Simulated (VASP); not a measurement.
# Pb2SO with PW91: from relaxation to properties, part 2 of 4

What structure does Pb2SO take at this level, and what are its properties? The cell is invented: it takes the structure of a Materials Project entry for PbS (space group 187 there), with some of its atoms replaced by other elements, volume scaled by an estimate. It may not be a known or stable phase.

VASP 6.6.1; PW91; plane waves and PAW (Pb_d, S, O); invented cell.

So far, gap on the k-mesh (eV): step 2 (rough relaxation of the start cell) 0.875. The relaxed cell has a, b, c = 3.598, 7.204, 7.586 Å (conventional setting).

### 3. Full relaxation (PW91)

Properties are meant for the cell that this level of theory prefers, so cell and atoms are relaxed first (ISIF = 3) until forces and stress are small; EDIFFG sets the threshold.

INCAR

```
SYSTEM = Pb2SO
PREC = Accurate
ENCUT = 520
EDIFF = 1E-06
NELM = 100
ISMEAR = -1
SIGMA = 0.05
LREAL = .FALSE.
ALGO = Normal
GGA = 91
NBANDS = 26
LORBIT = 11
LWAVE = .FALSE.
LCHARG = .FALSE.
KPAR = 2
IBRION = 2
NSW = 60
ISIF = 3
EDIFFG = -0.01
```

POSCAR

```
Pb2SO
1.0
   -1.7989388081      3.6019446600      3.7929752930
    1.7989388081     -3.6019446600      3.7929752930
    1.7989388081      3.6019446600     -3.7929752930
Pb S O
2 1 1
Direct
    0.2027532405      0.9784600147      0.2242932258
    0.7541667888      0.9784600147      0.7757067742
    0.3220868188      0.3220868188      0.0000000000
    0.8876598119      0.3876598119      0.5000000000
```

KPOINTS

```
Automatic mesh
0
Gamma
7 7 7
0 0 0
```

PAW data sets: Pb_d, S and O (PBE family, release 64).

On the command line:

```console
> mpirun -np 2 vasp_std
```

Output:

```text
[banner, memory and clock lines left out]
running    2 mpi-ranks, on    1 nodes
 distrk:  each k-point on    1 cores,    2 groups
 distr:  one band on    1 cores,    1 groups

 POSCAR found type information on POSCAR PbS O
 POSCAR found :  3 types and       4 ions
 [... a notice as in an earlier step ...]

 LDA part: xc-table for (Slater(with rela. corr.)+CA(PZ))
 , standard interpolation
 POSCAR, INCAR and KPOINTS ok, starting setup
 FFT: planning ... GRIDC
 FFT: planning ... GRID_SOFT
 FFT: planning ... GRID
 WAVECAR not read
 entering main loop
       N       E                     dE             d eps       ncg     rms          rms(c)
DAV:   1     0.444294351421E+03    0.44429E+03   -0.19633E+04  3328   0.171E+03
DAV:   2     0.369890718750E+02   -0.40731E+03   -0.39723E+03  3360   0.440E+02
DAV:   3    -0.193008204543E+02   -0.56290E+02   -0.55020E+02  4482   0.178E+02
DAV:   4    -0.218928188074E+02   -0.25920E+01   -0.25796E+01  3996   0.402E+01
DAV:   5    -0.219719478221E+02   -0.79129E-01   -0.79097E-01  4298   0.743E+00    0.105E+01
DAV:   6    -0.190751863129E+02    0.28968E+01   -0.18595E+01  5002   0.321E+01    0.755E+00
DAV:   7    -0.185561432512E+02    0.51904E+00   -0.65395E+00  3930   0.134E+01    0.310E+00
DAV:   8    -0.185369555130E+02    0.19188E-01   -0.67756E-01  4032   0.500E+00    0.179E+00
DAV:   9    -0.185293980271E+02    0.75575E-02   -0.12872E-01  5188   0.256E+00    0.590E-01
DAV:  10    -0.185271889631E+02    0.22091E-02   -0.33655E-02  4770   0.137E+00    0.188E-01
DAV:  11    -0.185278606526E+02   -0.67169E-03   -0.34584E-03  3808   0.350E-01    0.521E-02
DAV:  12    -0.185280551496E+02   -0.19450E-03   -0.36592E-04  4596   0.182E-01    0.520E-02
DAV:  13    -0.185280350352E+02    0.20114E-04   -0.55574E-05  5248   0.635E-02    0.282E-02
DAV:  14    -0.185280326835E+02    0.23517E-05   -0.58898E-05  4146   0.505E-02    0.914E-03
DAV:  15    -0.185280327207E+02   -0.37226E-07   -0.33005E-06  4022   0.136E-02
   1 F= -.18528033E+02 E0= -.18528005E+02  d E =-.185280E+02
 curvature:   0.00 expect dE= 0.000E+00 dE for cont linesearch  0.000E+00
 trial: gam= 0.00000 g(F)=  0.660E-04 g(S)=  0.623E-03 ort = 0.000E+00 (trialstep = 0.100E+01)
 search vector abs. value=  0.689E-03
 bond charge predicted
       N       E                     dE             d eps       ncg     rms          rms(c)
DAV:   1    -0.185320094458E+02   -0.39768E-02   -0.15564E-01  4230   0.393E+00    0.333E-01
DAV:   2    -0.185295264282E+02    0.24830E-02   -0.12577E-02  4164   0.104E+00    0.163E-01
DAV:   3    -0.185288742641E+02    0.65216E-03   -0.34688E-03  4912   0.673E-01    0.893E-02
DAV:   4    -0.185286226892E+02    0.25157E-03   -0.96745E-04  4478   0.315E-01    0.310E-02
DAV:   5    -0.185286146355E+02    0.80537E-05   -0.18770E-04  4060   0.122E-01    0.147E-02
DAV:   6    -0.185286114370E+02    0.31985E-05   -0.21280E-05  4872   0.400E-02    0.458E-03
DAV:   7    -0.185286115154E+02   -0.78417E-07   -0.24796E-06  2772   0.110E-02
   2 F= -.18528612E+02 E0= -.18528586E+02  d E =-.578795E-03
[... from here on, the cycles between the ionic steps are left out ...]
   3 F= -.18529091E+02 E0= -.18529069E+02  d E =-.105858E-02
   4 F= -.18529271E+02 E0= -.18529250E+02  d E =-.179715E-03
   5 F= -.18529274E+02 E0= -.18529253E+02  d E =-.182353E-03
   6 F= -.18529474E+02 E0= -.18529455E+02  d E =-.200773E-03
   7 F= -.18529633E+02 E0= -.18529617E+02  d E =-.359660E-03
   8 F= -.18529658E+02 E0= -.18529641E+02  d E =-.384105E-03
   9 F= -.18529758E+02 E0= -.18529741E+02  d E =-.999693E-04
 ZBRENT: can't locate minimum, use default step
 trial-energy change:   -0.000100  1 .order   -0.000098   -0.000103   -0.000092
 step:   8.2203(harm= 19.4499)  dis= 0.01060  next Energy=   -18.530147 (dE=-0.489E-03)
 bond charge predicted
       N       E                     dE             d eps       ncg     rms          rms(c)
DAV:   1    -0.185313133951E+02   -0.15554E-02   -0.59426E-01  3840   0.529E+00    0.308E-01
DAV:   2    -0.185308317802E+02    0.48161E-03   -0.26473E-02  4078   0.139E+00    0.158E-01
DAV:   3    -0.185301987471E+02    0.63303E-03   -0.21630E-03  4886   0.511E-01    0.908E-02
DAV:   4    -0.185299307097E+02    0.26804E-03   -0.75728E-04  4512   0.242E-01    0.302E-02
DAV:   5    -0.185299209899E+02    0.97198E-05   -0.15022E-04  4430   0.103E-01    0.106E-02
DAV:   6    -0.185299208295E+02    0.16039E-06   -0.15731E-05  3994   0.333E-02    0.584E-03
DAV:   7    -0.185299205683E+02    0.26119E-06   -0.22867E-06  2128   0.148E-02
  10 F= -.18529921E+02 E0= -.18529904E+02  d E =-.262806E-03
 curvature: -11.04 expect dE=-0.283E-03 dE for cont linesearch -0.102E-04
 trial: gam= 0.32466 g(F)=  0.263E-05 g(S)=  0.230E-04 ort = 0.951E-05 (trialstep = 0.329E+01)
 search vector abs. value=  0.421E-04
 reached required accuracy - stopping structural energy minimisation
```

Elapsed: 12 min, on 2 MPI ranks of AMD EPYC 7R43, shared host; peak memory 0.69 GiB.

From OUTCAR (step 3):

```text
  LATTYP: Found a body centered orthorhombic cell.
 ALAT       =     3.5978776162
 B/A-ratio  =     2.0022608016
 C/A-ratio  =     2.1084515359

The static configuration has the point symmetry C_2v.

 Found     64 irreducible k-points:

   k-points           NKPTS =     64   k-points in BZ     NKDIM =     64   number of bands    NBANDS=     26

   dimension x,y,z NGX =    42 NGY =   42 NGZ =   42
   dimension x,y,z NGXF=    84 NGYF=   84 NGZF=   84

   ENCUT  =  520.0 eV  38.22 Ry    6.18 a.u.  10.28 10.28 10.28*2*pi/ulx,y,z

   NELECT =      40.0000    total number of electrons

 E-fermi :   5.0771

 k-point     1 :       0.0000    0.0000    0.0000
  band No.  band energies     occupation
    ...
     16       1.5531      2.00000
     17       2.2316      2.00000
     18       2.6568      2.00000
     19       3.1072      2.00000
     20       4.2494      2.00000
     21       6.7848      0.00000
     22       7.8640      0.00000
     23       8.3459      0.00000
     24       9.6632      0.00000
     25      10.8944      0.00000
    ...

 k-point     2 :       0.1429    0.0000   -0.0000
  band No.  band energies     occupation
    ...
     16       2.0233      2.00000
     17       2.2299      2.00000
     18       2.6894      2.00000
     19       3.1728      2.00000
     20       4.2119      2.00000
     21       6.6390      0.00000
     22       7.5071      0.00000
     23       8.7225      0.00000
     24       9.7985      0.00000
     25      10.9332      0.00000
    ...

  Total        0.0238113      0.0351181      0.0104412      0.0000000      0.0000000      0.0000000
  in kB        0.3847663      0.5674741      0.1687198      0.0000000      0.0000000      0.0000000
  external PRESSURE =       0.3736534 kB  Pullay stress =       0.0000000 kB

  energy-cutoff  :      520.00
  volume of cell :       99.15
      direct lattice vectors                 reciprocal lattice vectors
    -1.788641292  3.587698117  3.862752630     0.000000000  0.139365126  0.129441372
     1.788641292 -3.587698117  3.862752630     0.279541796  0.000000000  0.129441372
     1.788641292  3.587698117 -3.862752630     0.279541796  0.139365126  0.000000000

 POSITION                                       TOTAL-FORCE (eV/Angst)
 -----------------------------------------------------------------------------------
      1.78864     -1.97173      3.69689        -0.000000      0.001592      0.001329
      1.78864      1.97173      3.69689        -0.000000     -0.001592      0.001329
      0.00000      0.00000      2.47244         0.000000      0.000000     -0.005934
     -0.00000      3.58770      3.00962         0.000000      0.000000      0.003276
 -----------------------------------------------------------------------------------
    total drift:                                0.000000      0.000001      0.000378

  FREE ENERGIE OF THE ION-ELECTRON SYSTEM (eV)
  ---------------------------------------------------
  free  energy   TOTEN  =       -18.5299205683 eV

  energy  without entropy=      -18.5298865513  energy(sigma->0) =      -18.52990356

 total charge
# of ion       s       p       d       tot
------------------------------------------
    1        1.474   0.505   9.851  11.830
    2        1.474   0.505   9.851  11.830
    3        1.358   2.337   0.000   3.695
    4        1.582   3.280   0.000   4.862
--------------------------------------------------
tot          5.888   6.627  19.703  32.218

[... 2 parts as in an earlier step ...]

[... 7 further parts left out ...]
```

The steps of the relaxation:

```tsv
step	energy less that of the first step (eV)	largest force (eV/Å)	pressure (GPa)	volume (Å³)
1	0.0000	0.0253	0.09	98.31
2	-0.0006	0.0126	0.04	98.51
3	-0.0011	0.0188	-0.09	98.95
4	-0.0012	0.0357	0.06	98.78
5	-0.0012	0.0342	0.05	98.80
6	-0.0014	0.0198	0.04	98.86
7	-0.0016	0.0269	-0.01	99.07
8	-0.0016	0.0228	0.00	99.02
9	-0.0017	0.0189	0.01	99.05
10	-0.0019	0.0059	0.04	99.15
```

```tsv
conventional cell, symmetrised	before	after	change
a (Å)	3.598	3.577	-0.6 %
b (Å)	7.204	7.175	-0.4 %
c (Å)	7.586	7.726	+1.8 %
volume (Å³/atom)	24.58	24.79	+0.9 %
```

The atoms that moved most (Å, as changes of fractional coordinates times the final cell):

```tsv
atom	dx	dy	dz	length
S3	0.000	0.000	-0.016	0.016
O4	0.000	0.000	0.015	0.015
Pb1	0.000	0.007	0.001	0.007
Pb2	0.000	-0.007	0.001	0.007
```

Final coordinates:

```
Pb S O
1.0
    -1.78864    3.58770    3.86275
     1.78864   -3.58770    3.86275
     1.78864    3.58770   -3.86275
Pb S O
2 1 1
Direct
  0.20374 0.97853 0.22521
  0.75332 0.97853 0.77479
  0.32004 0.32004 0.00000
  0.88957 0.38957 0.50000
```

This step gave:

```
irreducible k-points            : 64
free energy (TOTEN)             : -18.53 eV
Fermi energy                    : 5.077 eV
pressure                        : 0.03737 GPa
valence top at k                : 0.4286, 0.1429, 0
conduction bottom at k          : 0.2857, -0.2857, 0.2857
least direct gap at k           : -0.4286, -0.4286, 0.4286
SCF cycles over all ionic steps : 73
gap on the k-mesh               : 0.6568 eV
least direct gap on the k-mesh  : 0.9448 eV
```

It ends with a largest force of 0.006 eV/Å and a pressure of 0.04 GPa.

### 4. Single point with fields (PW91)

The relaxed cell gets a fresh self-consistent run, on a basis set for its own volume, to fix the density and to check the remaining stress.

Edit INCAR of step 3 so:

```diff
@@ -13,7 +13,5 @@
 LWAVE = .FALSE.
-LCHARG = .FALSE.
-KPAR = 2
-IBRION = 2
-NSW = 60
-ISIF = 3
-EDIFFG = -0.01
+LCHARG = .TRUE.
+ISIF = 2
+LELF = .TRUE.
+LVHAR = .TRUE.
```

POSCAR

```
Pb2SO
1.0
   -1.7886412924      3.5876981171      3.8627526302
    1.7886412924     -3.5876981171      3.8627526302
    1.7886412924      3.5876981171     -3.8627526302
Pb S O
2 1 1
Direct
    0.2037403264      0.9785307163      0.2252096101
    0.7533211061      0.9785307163      0.7747903899
    0.3200362496      0.3200362496      0.0000000000
    0.8895689780      0.3895689780      0.5000000000
```

KPOINTS is that of step 3.

On the command line:

```console
> mpirun -np 2 vasp_std
```

Output:

```text
[banner, memory and clock lines left out]
running    2 mpi-ranks, on    1 nodes
 distrk:  each k-point on    2 cores,    1 groups
 distr:  one band on    1 cores,    2 groups

 POSCAR found type information on POSCAR PbS O
 POSCAR found :  3 types and       4 ions
 [... a notice as in an earlier step ...]

 LDA part: xc-table for (Slater(with rela. corr.)+CA(PZ))
 , standard interpolation
 POSCAR, INCAR and KPOINTS ok, starting setup
 FFT: planning ... GRIDC
 FFT: planning ... GRID_SOFT
 FFT: planning ... GRID
 WAVECAR not read
 entering main loop
       N       E                     dE             d eps       ncg     rms          rms(c)
DAV:   1     0.444854403118E+03    0.44485E+03   -0.19565E+04  3328   0.170E+03
DAV:   2     0.363040961248E+02   -0.40855E+03   -0.39839E+03  3392   0.441E+02
DAV:   3    -0.194919699838E+02   -0.55796E+02   -0.54401E+02  4636   0.178E+02
DAV:   4    -0.219104410405E+02   -0.24185E+01   -0.24095E+01  4016   0.388E+01
DAV:   5    -0.219802039794E+02   -0.69763E-01   -0.69727E-01  4388   0.693E+00    0.105E+01
DAV:   6    -0.190656868287E+02    0.29145E+01   -0.18530E+01  5026   0.322E+01    0.747E+00
DAV:   7    -0.185560114307E+02    0.50968E+00   -0.64149E+00  3944   0.134E+01    0.309E+00
DAV:   8    -0.185396638681E+02    0.16348E-01   -0.68071E-01  4028   0.497E+00    0.180E+00
DAV:   9    -0.185318272411E+02    0.78366E-02   -0.12824E-01  5150   0.258E+00    0.594E-01
DAV:  10    -0.185296259953E+02    0.22012E-02   -0.33689E-02  4718   0.137E+00    0.190E-01
DAV:  11    -0.185303419959E+02   -0.71600E-03   -0.37529E-03  3930   0.364E-01    0.532E-02
DAV:  12    -0.185305484223E+02   -0.20643E-03   -0.35627E-04  4574   0.174E-01    0.516E-02
DAV:  13    -0.185305299478E+02    0.18474E-04   -0.50574E-05  5234   0.619E-02    0.278E-02
DAV:  14    -0.185305293491E+02    0.59876E-06   -0.66364E-05  4130   0.539E-02    0.111E-02
DAV:  15    -0.185305289631E+02    0.38591E-06   -0.45033E-06  4174   0.168E-02
   1 F= -.18530529E+02 E0= -.18530512E+02  d E =-.340229E-04
```

It took 2.3 min on 2 MPI ranks; peak memory 0.45 GiB; 4.6 min of CPU time.

OUTCAR, selected parts (step 4):

```text
  LATTYP: Found a body centered orthorhombic cell.
 ALAT       =     3.5772825848
 B/A-ratio  =     2.0058231532
 C/A-ratio  =     2.1596016186

The static configuration has the point symmetry C_2v.

 Found     64 irreducible k-points:

   ENCUT  =  520.0 eV  38.22 Ry    6.18 a.u.  10.35 10.35 10.35*2*pi/ulx,y,z

   NELECT =      40.0000    total number of electrons

 E-fermi :   5.0771

 k-point     1 :       0.0000    0.0000    0.0000
  band No.  band energies     occupation
    ...
     16       1.5532      2.00000
     17       2.2314      2.00000
     18       2.6566      2.00000
     19       3.1070      2.00000
     20       4.2494      2.00000
     21       6.7847      0.00000
     22       7.8641      0.00000
     23       8.3460      0.00000
     24       9.6632      0.00000
     25      10.8945      0.00000
    ...

 k-point     2 :       0.1429    0.0000   -0.0000
  band No.  band energies     occupation
    ...
     16       2.0234      2.00000
     17       2.2297      2.00000
     18       2.6893      2.00000
     19       3.1726      2.00000
     20       4.2119      2.00000
     21       6.6390      0.00000
     22       7.5072      0.00000
     23       8.7226      0.00000
     24       9.7985      0.00000
     25      10.9333      0.00000
    ...

  Total        0.0117938      0.0232581      0.0085406      0.0000000      0.0000000      0.0000000
  in kB        0.1905764      0.3758276      0.1380081      0.0000000      0.0000000      0.0000000
  external PRESSURE =       0.2348040 kB  Pullay stress =       0.0000000 kB

 POSITION                                       TOTAL-FORCE (eV/Angst)
 -----------------------------------------------------------------------------------
      1.78864     -1.97173      3.69689         0.000000      0.001829      0.001389
      1.78864      1.97173      3.69689        -0.000000     -0.001829      0.001389
      0.00000      0.00000      2.47244        -0.000000      0.000000     -0.005900
      0.00000      3.58770      3.00962        -0.000000     -0.000000      0.003122
 -----------------------------------------------------------------------------------
    total drift:                                0.000000      0.000001     -0.000337

  FREE ENERGIE OF THE ION-ELECTRON SYSTEM (eV)
  ---------------------------------------------------
  free  energy   TOTEN  =       -18.5305289631 eV

  energy  without entropy=      -18.5304949403  energy(sigma->0) =      -18.53051195

 total charge
# of ion       s       p       d       tot
------------------------------------------
    1        1.474   0.505   9.851  11.830
    2        1.474   0.505   9.851  11.830
    3        1.358   2.337   0.000   3.695
    4        1.582   3.280   0.000   4.861
--------------------------------------------------
tot          5.887   6.627  19.703  32.217

[... 4 parts as in an earlier step ...]

[... 7 further parts left out ...]
```

This step gave:

| Quantity | Value |
| --- | --- |
| SCF cycles | 15 |
| pressure | 0.02348 GPa |
| least direct gap on the k-mesh | 0.9447 eV |

Valence electrons inside each PAW sphere by angular momentum. Sphere charges, by row:

```tsv
atom	s (e)	p (e)	d (e)	tot (e)
Pb1	1.474	0.505	9.851	11.83
Pb2	1.474	0.505	9.851	11.83
S3	1.358	2.337	0	3.695
O4	1.582	3.28	0	4.861
```

ELF in the ac plane of the cell as run, not the conventional one, at fractional y = 0.979, with atoms of Pb within 0.2 Å of it. It is the smooth field of the valence electrons, not physical close to the nuclei.

Ten even steps from '0' (0.02) to '9' (0.78), each cell a mean:
```
111222101345542
112455312543354
225888523522245
237998524523255
148998414533463
147875213566652
124432001355431
012221000122100
124544200000000
255456420000000
452226530001111
442426530012211
442246520012211
355554300011111
134432100112211
```
Columns run along a (5.6 Å), rows up along c (5.6 Å). Atoms in or near the plane, at fractional coordinates: Pb at (0.20, 0.23), Pb at (0.75, 0.77).

Electrostatic potential energy in the ac plane of the cell as run, not the conventional one, at fractional y = 0.979, with atoms of Pb within 0.2 Å of it. With pseudopotentials it is smooth inside the atoms' cores, unlike the true potential.

Values in eV, 15 rows by 15 columns, each cell a mean:
```
 -1   0   0   1   2   3   3   2   1  -3 -13 -23 -23 -12  -4
 -1   2   2   2   2   3   3   2  -2 -17 -46 -65 -61 -36  -9
 -1   2   3   2   1   2   2   1  -6 -38 -75 -85 -82 -52 -13
  0   2   2   1   0   1   2   0 -10 -47 -80 -86 -80 -47 -10
  1   3   2   1   1   2   2   0  -7 -36 -64 -72 -57 -25  -3
  2   3   3   2   2   3   3   1  -2 -14 -29 -32 -20  -6   0
  3   3   2   2   2   3   3   2   0  -2  -5  -5  -2   0   2
  2   1   0  -1  -1   0   2   2   2   1   1   1   2   2   3
  0  -3 -10 -16 -14  -6  -1   1   2   3   3   3   3   3   2
 -3 -18 -43 -56 -48 -23  -4   1   3   3   4   4   4   3   1
 -9 -43 -76 -84 -74 -40  -7   0   3   4   4   4   4   3   0
-16 -57 -84 -86 -77 -39  -7   0   3   4   4   4   4   3  -1
-14 -50 -75 -77 -58 -23  -3   1   3   4   4   4   4   2  -1
 -7 -25 -42 -41 -23  -6   0   2   3   3   3   2   2   1  -1
 -2  -5  -9  -7  -3   0   2   3   2   1  -1  -2  -3  -2  -1
```
Columns run along a (5.6 Å; values clipped at the 3rd and 97th percentile), rows up along c (5.6 Å). Atoms in or near the plane, at fractional coordinates: Pb at (0.20, 0.23), Pb at (0.75, 0.77).

Valence density in the ac plane of the cell as run, not the conventional one, at fractional y = 0.979, with atoms of Pb within 0.2 Å of it. It is the smooth field of the valence electrons, not physical close to the nuclei.

Values in e/Å³, 15 rows by 15 columns, each cell a mean:
```
0.1 0.1 0.1 0.1 0.1 0.1 0.1 0.1 0.1 0.2 0.5 0.9 0.9 0.5 0.2
0.1 0.1 0.1 0.1 0.2 0.1 0.1 0.1 0.2 0.6 2.0 3.3 3.0 1.4 0.4
0.2 0.1 0.2 0.2 0.2 0.2 0.1 0.1 0.3 1.5 4.4 6.6 5.4 2.3 0.5
0.1 0.1 0.2 0.3 0.3 0.3 0.2 0.2 0.4 2.0 5.1 7.1 5.2 2.0 0.4
0.1 0.1 0.2 0.3 0.3 0.2 0.2 0.2 0.4 1.4 3.3 4.1 2.7 1.0 0.3
0.1 0.1 0.2 0.2 0.2 0.2 0.1 0.1 0.2 0.6 1.2 1.3 0.8 0.3 0.1
0.1 0.1 0.1 0.2 0.2 0.1 0.1 0.1 0.1 0.2 0.3 0.3 0.2 0.1 0.1
0.0 0.1 0.1 0.2 0.2 0.1 0.1 0.1 0.1 0.1 0.1 0.1 0.1 0.0 0.0
0.1 0.2 0.4 0.6 0.6 0.3 0.1 0.1 0.0 0.0 0.0 0.0 0.0 0.0 0.0
0.2 0.7 1.8 2.7 2.1 0.9 0.3 0.1 0.0 0.0 0.0 0.0 0.0 0.0 0.1
0.4 1.8 4.5 5.9 4.2 1.6 0.4 0.1 0.0 0.0 0.0 0.0 0.0 0.1 0.1
0.6 2.6 6.0 7.3 4.6 1.6 0.3 0.1 0.0 0.0 0.0 0.1 0.1 0.1 0.2
0.5 2.1 4.4 4.8 2.8 0.9 0.2 0.1 0.0 0.0 0.0 0.1 0.1 0.1 0.2
0.3 0.9 1.7 1.7 0.9 0.3 0.1 0.0 0.0 0.0 0.1 0.1 0.1 0.1 0.1
0.2 0.3 0.4 0.4 0.2 0.1 0.1 0.0 0.0 0.1 0.1 0.2 0.2 0.2 0.1
```
Columns run along a (5.6 Å), rows up along c (5.6 Å). Atoms in or near the plane, at fractional coordinates: Pb at (0.20, 0.23), Pb at (0.75, 0.77).

In this run the pressure is 0.02 GPa, small enough to go on.

[end of part 2 of 4]

[Lines on the potential files, build, host, timing and source positions are cut from VASP's logs without a mark.]

[Logs are printed without paths, hosts, clocks, repeated set-up lines and the standing remarks that a program may print on its own settings, such as how far it seeks lower states.]

[Hosts, paths, dates, database ids (printed as entryN), source tags and the programs' standing remarks are cut or masked in the printed files.]

[A measured line is paired with the nearest computed mode of its activity, which favours agreement.]
